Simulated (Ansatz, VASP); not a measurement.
## Zn4In4Ga4O15 (amorphous InGaZnO3.75): VASP beside Ansatz

One calculation is typed for both programs; each brings its own data sets. How far apart do they land? The structure shown is the start of the Ansatz relaxation below; VASP solves that cell, so the two are compared at the walk's first step.

Method: plane waves, with VASP 6.6.1 beside it; single point at PBE, in Ansatz 0.2.0.

## 1. Starting point

The cell holds 81 atoms: 12 In, 12 Ga, 12 Zn and 45 O. Its edges and angles: a = 10.153 Å, b = 10.153 Å, c = 10.153 Å, α = 90.0°, β = 90.0°, γ = 90.0°. 81 atoms (12 In, 12 Ga, 12 Zn, 45 O) packed at random and pushed apart as soft spheres at 5.9 g/cm^3; MD (Langevin at fixed volume unless said) with the MACE-MP-0b2 small potential (Batatia et al., arXiv:2401.00096), steps of 2 fs: 0.7 ps at 2600 K, 2600 to 1560 K in 0.7 ps, 1560 to 300 K in 2 ps; then atoms relaxed.

## 2. Ansatz: relaxation, PBE

Ansatz runs on its default PAW (the set named soft_2) files.

The two programs are compared at the cell with which this relaxation starts, whose forces are those of its first step.

File input.yaml:

```yaml
crystal:
  lattice:
    - [10.15332, 0.0, 0.0]
    - [0.0, 10.15332, 0.0]
    - [0.0, 0.0, 10.15332]
  atoms:
    - { symbol: In, position: [0.56342, 0.77315, 0.28927] }
    - { symbol: In, position: [0.59427, 0.42864, 0.02984] }
    - { symbol: In, position: [0.8001, 0.77968, 0.87309] }
    - { symbol: In, position: [0.38265, 0.52036, 0.30925] }
    - { symbol: In, position: [0.40482, 0.17453, 0.82982] }
    - { symbol: In, position: [0.89761, 0.83311, 0.2563] }
    - { symbol: In, position: [0.77101, 0.03641, 0.45983] }
    - { symbol: In, position: [0.25977, 0.31282, 0.49553] }
    - { symbol: In, position: [0.13751, 0.68642, 0.42941] }
    - { symbol: In, position: [0.01632, 0.87606, 0.64808] }
    - { symbol: In, position: [0.52964, 0.16362, 0.24584] }
    - { symbol: In, position: [0.28685, 0.90853, 0.15928] }
    - { symbol: Ga, position: [0.79117, 0.07881, 0.80095] }
    - { symbol: Ga, position: [0.38603, 0.73429, 0.56851] }
    - { symbol: Ga, position: [0.10672, 0.40446, 0.9242] }
    - { symbol: Ga, position: [0.10322, 0.06517, 0.39773] }
    - { symbol: Ga, position: [0.37516, 0.62974, 0.99687] }
    - { symbol: Ga, position: [0.06816, 0.51079, 0.19932] }
    - { symbol: Ga, position: [0.86094, 0.16424, 0.1837] }
    - { symbol: Ga, position: [0.00547, 0.22778, 0.66105] }
    - { symbol: Ga, position: [0.71802, 0.44238, 0.31888] }
    - { symbol: Ga, position: [0.29278, 0.30646, 0.10587] }
    - { symbol: Ga, position: [0.41027, 0.02019, 0.49286] }
    - { symbol: Ga, position: [0.06153, 0.75895, 0.01227] }
    - { symbol: Zn, position: [0.58318, 0.9057, 0.68484] }
    - { symbol: Zn, position: [0.78101, 0.63785, 0.53699] }
    - { symbol: Zn, position: [0.66216, 0.29555, 0.60071] }
    - { symbol: Zn, position: [0.58304, 0.63253, 0.82063] }
    - { symbol: Zn, position: [0.34922, 0.47193, 0.71416] }
    - { symbol: Zn, position: [0.32281, 0.87407, 0.82076] }
    - { symbol: Zn, position: [0.80213, 0.33475, 0.91424] }
    - { symbol: Zn, position: [0.03359, 0.53139, 0.68955] }
    - { symbol: Zn, position: [0.06683, 0.09595, 0.96246] }
    - { symbol: Zn, position: [0.54497, 0.9192, 0.01014] }
    - { symbol: Zn, position: [0.94689, 0.3427, 0.41709] }
    - { symbol: Zn, position: [0.83086, 0.54476, 0.05077] }
    - { symbol: O, position: [0.77085, 0.94925, 0.64942] }
    - { symbol: O, position: [0.68583, 0.95164, 0.88737] }
    - { symbol: O, position: [0.08419, 0.942, 0.08942] }
    - { symbol: O, position: [0.98328, 0.93086, 0.44291] }
    - { symbol: O, position: [0.85064, 0.21338, 0.54714] }
    - { symbol: O, position: [0.327, 0.49516, 0.10679] }
    - { symbol: O, position: [0.85623, 0.74694, 0.06887] }
    - { symbol: O, position: [0.35639, 0.73232, 0.27653] }
    - { symbol: O, position: [0.18892, 0.51917, 0.80364] }
    - { symbol: O, position: [0.21681, 0.8105, 0.57761] }
    - { symbol: O, position: [0.06736, 0.71193, 0.23715] }
    - { symbol: O, position: [0.17488, 0.49355, 0.35289] }
    - { symbol: O, position: [0.74103, 0.64999, 0.72631] }
    - { symbol: O, position: [0.36199, 0.29544, 0.29794] }
    - { symbol: O, position: [0.96616, 0.35724, 0.80361] }
    - { symbol: O, position: [0.89745, 0.47514, 0.27864] }
    - { symbol: O, position: [0.00257, 0.79515, 0.83764] }
    - { symbol: O, position: [0.58173, 0.53886, 0.24553] }
    - { symbol: O, position: [0.0027, 0.18727, 0.30306] }
    - { symbol: O, position: [0.74725, 0.75599, 0.38171] }
    - { symbol: O, position: [0.97591, 0.67044, 0.56954] }
    - { symbol: O, position: [0.41264, 0.01731, 0.68141] }
    - { symbol: O, position: [0.56768, 0.12437, 0.45512] }
    - { symbol: O, position: [0.98145, 0.07096, 0.76944] }
    - { symbol: O, position: [0.46771, 0.25159, 0.04807] }
    - { symbol: O, position: [0.67636, 0.22239, 0.7802] }
    - { symbol: O, position: [0.0313, 0.56593, 0.01899] }
    - { symbol: O, position: [0.06931, 0.38189, 0.56499] }
    - { symbol: O, position: [0.71132, 0.27176, 0.23793] }
    - { symbol: O, position: [0.40532, 0.29973, 0.65442] }
    - { symbol: O, position: [0.14922, 0.13995, 0.56061] }
    - { symbol: O, position: [0.27668, 0.01874, 0.35182] }
    - { symbol: O, position: [0.37777, 0.55799, 0.52813] }
    - { symbol: O, position: [0.2169, 0.23491, 0.92285] }
    - { symbol: O, position: [0.45493, 0.75694, 0.73851] }
    - { symbol: O, position: [0.70936, 0.45408, 0.49961] }
    - { symbol: O, position: [0.88115, 0.16217, 0.00286] }
    - { symbol: O, position: [0.45639, 0.50273, 0.87608] }
    - { symbol: O, position: [0.37336, 0.00217, 0.95559] }
    - { symbol: O, position: [0.50278, 0.95949, 0.19586] }
    - { symbol: O, position: [0.50119, 0.85325, 0.48756] }
    - { symbol: O, position: [0.53861, 0.72016, 0.01471] }
    - { symbol: O, position: [0.25049, 0.76075, 0.97826] }
    - { symbol: O, position: [0.10932, 0.34786, 0.10993] }
    - { symbol: O, position: [0.78438, 0.00948, 0.25202] }
kpoints:
  mp_grid: { grid: [1, 1, 1] }
hamiltonian:
  xc: pbe
scf:
  occupations: { method: fermi_dirac, width: 0.025 }
output:
  forces: true
relax:
  f_tol: 0.04
  max_steps: 250
  cell: {}
```

The run is started by

```
$ ansatz run input.yaml --threads 4 --pin off --max-ram 8192MiB --backend cpu --events-out ev --progress --plain --runs-dir out
```

Numbers of over 12 decimals in the logs are rounded to 6 here.

Output:

```text
Engine: ansatz 0.2.0, aarch64-unknown-linux-gnu
Pseudopotentials: kind: paw
Pseudopotential: In, paw, valence charge 13, recommended cutoff 420 eV (normal), In.paw.azcp
Pseudopotential: Ga, paw, valence charge 13, recommended cutoff 420 eV (normal), Ga.paw.azcp
Pseudopotential: Zn, paw, valence charge 12, recommended cutoff 420 eV (normal), Zn.paw.azcp
Pseudopotential: O, paw, valence charge 6, recommended cutoff 420 eV (normal), O.paw.azcp
Functional definition: PBE
  parameter kappa = 0.804
  parameter beta = 0.066725
  exchange = pbe_x(kappa = kappa, mu = beta*pi^2/3)
  correlation = pbe_c(beta = beta)
Crystal: 81 atoms, lattice volume = 1046.705 Å³
Basis set: ecut = 420 eV, 20341 PW (Γ), exchange–correlation on 144×144×144 points (8 copies of the dense FFT grid, shifted against one another)
Bands: 444, of which v1, the nominal top of the filled ones, is band 363 counted from 1 (362 counted from 0)
Symmetry: 1 space group operations
Space group: P1 (ITA 1), of the structure as read, at distance tolerance 1.0e-4 Å
k-points: 1
Non-local potential: In, projectors of the file, l = 0: 2, l = 1: 2, l = 2: 2, l = 3: 2
Non-local potential: Ga, projectors of the file, l = 0: 2, l = 1: 2, l = 2: 3, l = 3: 1
Non-local potential: Zn, projectors of the file, l = 0: 2, l = 1: 2, l = 2: 3, l = 3: 1
Non-local potential: O, projectors of the file, l = 0: 2, l = 1: 2, l = 2: 1
PAW form: soft (Blöchl's): semilocal exchange-correlation on the pseudo side does not see the compensation charge
PAW one-centre angular grid: In, 590 points (default); XC on 64 Gauss nodes
PAW one-centre angular grid: Ga, 590 points (default); XC on 64 Gauss nodes
PAW one-centre angular grid: Zn, 590 points (default); XC on 64 Gauss nodes
PAW one-centre angular grid: O, 110 points (default); XC on 64 Gauss nodes
Initial density: superposition of atomic densities (neutral atoms: chi_scale 0, normalization atom), corrected by the library's trained network
Initial wavefunctions: pseudopotential atomic-orbital guess
Functional: x = pbe(κ = 0.804, μ = 0.219515), c = pbe(β = 0.066725)
SCF iter   1: F=—  HF=-177933.099802 eV  |F-HF|=—  |Δ(HF+E_count)|=         —  Δρ=5.51e-3  dr2=6.60e-1  ethr=1.77e-3  ⟨swp⟩=6.0  Hψ=1624  notcnv=0
preconditioner: auto → Resta (q_TF=auto, 2.567 Å⁻¹)  ε∞=5.3  [insulator: Δε(μ)=0.320 eV  Ē_g=14.882 eV  σ=0.025 eV  W_gap=1.00  n_scr=304 (ndim 8)  ℏωp=30.9 eV  f_vac=0.055  D(μ)=0.26/eV (n_scr^D=0)  ε∞_Penn≈5.3]
SCF iter   2: F=—  HF=-177932.987824 eV  |F-HF|=—  |Δ(HF+E_count)|=   1.12e-1  Δρ=2.94e-3  dr2=1.32e-1  ethr=9.10e-5  ⟨swp⟩=3.0  Hψ=844  notcnv=0  defer=74
SCF iter   3: F=—  HF=-177932.963874 eV  |F-HF|=—  |Δ(HF+E_count)|=   2.39e-2  Δρ=1.53e-3  dr2=4.58e-2  ethr=1.82e-5  ⟨swp⟩=2.0  Hψ=704  notcnv=0  defer=74
SCF iter   4: F=—  HF=-177932.955930 eV  |F-HF|=—  |Δ(HF+E_count)|=   7.94e-3  Δρ=5.56e-4  dr2=3.79e-3  ethr=6.30e-6  ⟨swp⟩=2.0  Hψ=703  notcnv=0  defer=74
SCF iter   5: F=—  HF=-177932.955714 eV  |F-HF|=—  |Δ(HF+E_count)|=   2.16e-4  Δρ=2.69e-4  dr2=8.49e-4  ethr=5.22e-7  ⟨swp⟩=2.0  Hψ=703  notcnv=0  defer=74
SCF iter   6: F=—  HF=-177932.955833 eV  |F-HF|=—  |Δ(HF+E_count)|=   1.19e-4  Δρ=1.16e-4  dr2=1.57e-4  ethr=1.17e-7  ⟨swp⟩=2.0  Hψ=712  notcnv=0  defer=74
SCF iter   7: F=—  HF=-177932.955874 eV  |F-HF|=—  |Δ(HF+E_count)|=   4.06e-5  Δρ=6.07e-5  dr2=4.15e-5  ethr=2.17e-8  ⟨swp⟩=2.0  Hψ=727  notcnv=0  defer=74
SCF iter   8: F=—  HF=-177932.957311 eV  |F-HF|=—  |Δ(HF+E_count)|=   1.44e-3  Δρ=2.34e-5  dr2=7.18e-6  ethr=5.72e-9  ⟨swp⟩=2.0  Hψ=774  notcnv=0  defer=74
SCF iter   9: F=—  HF=-177932.957314 eV  |F-HF|=—  |Δ(HF+E_count)|=   3.71e-6  Δρ=1.49e-5  dr2=2.47e-6  ethr=9.88e-10  ⟨swp⟩=2.0  Hψ=728  notcnv=0  defer=74
SCF iter  10: F=—  HF=-177932.957315 eV  |F-HF|=—  |Δ(HF+E_count)|=   5.77e-7  Δρ=5.44e-6  dr2=3.68e-7  ethr=3.40e-10  ⟨swp⟩=2.0  Hψ=727  notcnv=0  defer=74
SCF iter  11: F=-177932.957315 eV  HF=-177932.957315 eV  |F-HF|=5.36e-9  |Δ(HF+E_count)|=   2.85e-7  Δρ=2.79e-6  dr2=9.45e-8  ethr=1.38e-11  ⟨swp⟩=4.0  Hψ=1352  notcnv=0
SCF 1 converged in 11 iterations: F = -177932.957315 eV  dr2 = 9.45e-8
  greatest PAW one-centre occupation: 0.998 electrons in one spin orbital (limit 2), on the Ga atom at site 19 (counted from 0), in its partial waves of l = 2
relax step   1: F+E_penalty+E_count = -177932.95731513 eV  Δ(F+E_penalty+E_count) = +0.000e0 eV  max|allowed force component| = 1.037e0 eV/Å  Δτ_max = 0.0000 Å  P = +1.668 GPa  Ω = 1046.705 Å³  (11 SCF iters, dr2 threshold 1.00e-7 eV, accepted)
Crystal: 81 atoms, lattice volume = 1065.120 Å³
Basis set: ecut = 420 eV, 20771 PW (Γ), exchange–correlation on 144×144×144 points (8 copies of the dense FFT grid, shifted against one another)
Initial density: handed on by an earlier stage of this run
Initial wavefunctions: those handed on with the density
[...]
atom  55  O      0.00422446    -0.00108668     0.00052842
  atom  56  O      0.00692595     0.00494233     0.00483368
  atom  57  O     -0.00255849     0.00910989    -0.00504530
  atom  58  O      0.00363766    -0.00484251     0.00013495
  atom  59  O     -0.00901965    -0.00803860     0.00934392
  atom  60  O      0.00347461    -0.00151093    -0.00453092
  atom  61  O     -0.00417478    -0.00115226     0.00969156
  atom  62  O      0.00137132    -0.00128997    -0.00144807
  atom  63  O      0.00531498    -0.01014121    -0.00268574
  atom  64  O     -0.00021491     0.00709821    -0.01107322
  atom  65  O      0.00364401     0.00466264    -0.00012836
  atom  66  O      0.00072227    -0.00418649     0.00831122
  atom  67  O     -0.00780001    -0.00906644    -0.00128540
  atom  68  O      0.00667862    -0.00559401    -0.00075123
  atom  69  O      0.00088561    -0.00134538    -0.00457596
  atom  70  O     -0.00224460    -0.00821737    -0.00288181
  atom  71  O     -0.00553800    -0.00064776    -0.00648192
  atom  72  O      0.00396876    -0.00750486     0.00866726
  atom  73  O      0.00115896    -0.00131654    -0.01231945
  atom  74  O     -0.00488225    -0.00164683    -0.00122387
  atom  75  O     -0.00467516    -0.00473069    -0.00651922
  atom  76  O     -0.00558766    -0.00099722     0.00055598
  atom  77  O      0.00045915    -0.00084102     0.00057885
  atom  78  O     -0.00412395     0.00592452     0.00518522
  atom  79  O      0.00413765     0.00298737     0.00045492
  atom  80  O     -0.00106469     0.00509571     0.00496943
  atom  81  O      0.00606406    -0.01589644     0.00736460
  max |Σ_I F_I| component: 8.44e-6 eV/Å
--- Stress (GPa, compression-positive) ---
       -0.022480       0.003464      -0.008745
        0.003464      -0.024232       0.003258
       -0.008744       0.003258      -0.035925
  P = ⅓ Tr σ = -0.0275 GPa (-0.275 kbar)
--- Relaxed structure (71 steps of the walk, 59 accepted, 3 SCFs on fresh bases) ---
  F+E_penalty+E_count = -177936.45312727 eV   max|allowed force component| = 2.321e-2 eV/Å   (the final SCF, on the basis selected at the relaxed cell)
  cell:  # Å, volume = 1143.4083 Å³
    - [10.436105, 0.240250, -0.015740]
    - [0.240250, 10.513108, -0.304031]
    - [-0.015740, -0.304031, 10.435822]
  atoms:
    - { symbol: In, position: [0.620846, 0.875463, 0.262413] }
    - { symbol: In, position: [0.582761, 0.410183, 0.046653] }
    - { symbol: In, position: [0.801082, 0.775931, 0.889788] }
    - { symbol: In, position: [0.471122, 0.602407, 0.336508] }
    - { symbol: In, position: [0.322906, 0.147915, 0.755432] }
    - { symbol: In, position: [0.917169, 0.797826, 0.280491] }
    - { symbol: In, position: [0.792325, 0.066795, 0.451766] }
    - { symbol: In, position: [0.290890, 0.352066, 0.515417] }
    - { symbol: In, position: [0.115726, 0.595560, 0.447799] }
    - { symbol: In, position: [0.0065535, 0.853251, 0.638432] }
    - { symbol: In, position: [0.532032, 0.182568, 0.257604] }
    - { symbol: In, position: [0.297923, 0.976371, 0.122739] }
    - { symbol: Ga, position: [0.775538, 0.067736, 0.766949] }
    - { symbol: Ga, position: [0.342066, 0.715214, 0.579426] }
    - { symbol: Ga, position: [0.084991, 0.390367, 0.922419] }
    - { symbol: Ga, position: [0.114117, 0.050580, 0.415350] }
    - { symbol: Ga, position: [0.404694, 0.672699, 1.062088] }
    - { symbol: Ga, position: [0.035647, 0.472992, 0.190198] }
    - { symbol: Ga, position: [0.877230, 0.134927, 0.195741] }
    - { symbol: Ga, position: [0.019661, 0.214543, 0.679873] }
    - { symbol: Ga, position: [0.740793, 0.406891, 0.350420] }
    - { symbol: Ga, position: [0.304476, 0.375923, 0.195071] }
    - { symbol: Ga, position: [0.406143, -0.030253, 0.460699] }
    - { symbol: Ga, position: [0.073488, 0.817359, -0.000205979] }
    - { symbol: Zn, position: [0.586353, 0.877777, 0.631379] }
    - { symbol: Zn, position: [0.760629, 0.650446, 0.535323] }
    - { symbol: Zn, position: [0.766423, 0.346806, 0.649156] }
    - { symbol: Zn, position: [0.560374, 0.652255, 0.820390] }
    - { symbol: Zn, position: [0.328403, 0.494390, 0.802742] }
    - { symbol: Zn, position: [0.344481, 0.838159, 0.854745] }
    - { symbol: Zn, position: [0.797520, 0.308822, 0.936174] }
    - { symbol: Zn, position: [0.015489, 0.531821, 0.706915] }
    - { symbol: Zn, position: [0.037954, 0.098810, 0.934029] }
    - { symbol: Zn, position: [0.545732, 0.974595, -0.039990] }
    - { symbol: Zn, position: [1.013149, 0.319550, 0.416424] }
    - { symbol: Zn, position: [0.794579, 0.553049, -0.028158] }
    - { symbol: O, position: [0.742003, 0.973320, 0.613347] }
    - { symbol: O, position: [0.715438, 0.963827, 0.889678] }
    - { symbol: O, position: [0.103585, 0.988946, 0.061736] }
    - { symbol: O, position: [0.981927, 0.936675, 0.451256] }
    - { symbol: O, position: [0.889794, 0.225179, 0.542911] }
    - { symbol: O, position: [0.355685, 0.544932, 0.176228] }
    - { symbol: O, position: [0.921926, 0.780215, 0.076975] }
    - { symbol: O, position: [0.477447, 0.753244, 0.213352] }
    - { symbol: O, position: [0.148508, 0.525654, 0.840579] }
    - { symbol: O, position: [0.178290, 0.774929, 0.544826] }
    - { symbol: O, position: [0.054752, 0.647314, 0.266843] }
    - { symbol: O, position: [0.163918, 0.419099, 0.321540] }
    - { symbol: O, position: [0.671410, 0.724201, 0.697401] }
    - { symbol: O, position: [0.382706, 0.289867, 0.347316] }
    - { symbol: O, position: [0.932738, 0.369631, 0.772629] }
    - { symbol: O, position: [0.907048, 0.428557, 0.307066] }
    - { symbol: O, position: [8.942228355483936e-5, 0.805240, 0.832480] }
    - { symbol: O, position: [0.613914, 0.479171, 0.252293] }
    - { symbol: O, position: [0.020638, 0.155092, 0.304407] }
    - { symbol: O, position: [0.745363, 0.750843, 0.371153] }
    - { symbol: O, position: [0.947137, 0.659271, 0.585360] }
    - { symbol: O, position: [0.417232, -0.00322076, 0.639144] }
    - { symbol: O, position: [0.562694, 0.032534, 0.399333] }
    - { symbol: O, position: [0.959975, 0.057863, 0.751538] }
[...]
- { symbol: O, position: [0.464737, 0.536987, 0.932673] }
    - { symbol: O, position: [0.356910, 0.019603, 0.908703] }
    - { symbol: O, position: [0.502764, 1.009207, 0.143353] }
    - { symbol: O, position: [0.467837, 0.791921, 0.484007] }
    - { symbol: O, position: [0.507526, 0.786996, -0.044777] }
    - { symbol: O, position: [0.254179, 0.781601, 1.023028] }
    - { symbol: O, position: [0.161398, 0.365877, 0.082621] }
    - { symbol: O, position: [0.803932, -0.018585, 0.252593] }
```

(Part 1 of 2 ends here.)

[Lines on the potential files, build, host, timing and source positions are cut from VASP's logs without a mark.]

[Logs are printed without paths, hosts, clocks, repeated set-up lines and the standing remarks that a program may print on its own settings, such as how far it seeks lower states.]

[Hosts, paths, dates, database ids (printed as entryN), source tags and the programs' standing remarks are cut or masked in the printed files.]
